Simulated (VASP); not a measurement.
Elastic constants (GPa) of a crystal from PBEsol GGA, VASP's PBE PAW potentials (set 64) (VASP 6.6.1):

```json
[
 {"": "xx", "xx": "425.3", "yy": "80.1", "zz": "184.6", "yz": "0.0", "xz": "0.0", "xy": "0.0"},
 {"": "yy", "xx": "80.1", "yy": "425.3", "zz": "184.6", "yz": "0.0", "xz": "0.0", "xy": "0.0"},
 {"": "zz", "xx": "184.6", "yy": "184.6", "zz": "340.4", "yz": "0.0", "xz": "0.0", "xy": "0.0"},
 {"": "yz", "xx": "0.0", "yy": "0.0", "zz": "0.0", "yz": "135.6", "xz": "0.0", "xy": "0.0"},
 {"": "xz", "xx": "0.0", "yy": "0.0", "zz": "0.0", "yz": "0.0", "xz": "135.6", "xy": "0.0"},
 {"": "xy", "xx": "0.0", "yy": "0.0", "zz": "0.0", "yz": "0.0", "xz": "0.0", "xy": "57.9"}
]
```

Finite-difference elastic constants of metals are sensitive to mesh and smearing; shear constants can be off by tens of GPa.

Work out the Voigt, Reuss and Hill moduli, Young's modulus and Poisson's ratio.

All eigenvalues are positive (smallest 57.9 GPa), so the crystal is stable. K_V = (C11+C22+C33+2(C12+C13+C23))/9 = (1191.0 + 2×449.3)/9 = 232.2 GPa; G_V = (1191.0 − 449.3 + 3×329.1)/15 = 115.3 GPa. From the compliances, K_R = 232.0 GPa and G_R = 97.6 GPa. Hill: K = 232.1 GPa, G = 106.4 GPa, E = 9KG/(3K+G) = 277.0 GPa, ν = (3K−2G)/(2(3K+G)) = 0.301. K/G = 2.18, above Pugh's 1.75; universal anisotropy A^U = 0.91.

With a density of 15.56 g/cm³, what are the mean sound speeds?

v_l = √((K+4G/3)/ρ) = 4.90 km/s and v_t = √(G/ρ) = 2.62 km/s. The crystal is FePt (L1_0), tetragonal.

The compound is FePt in the L1_0 structure. It was relaxed first.
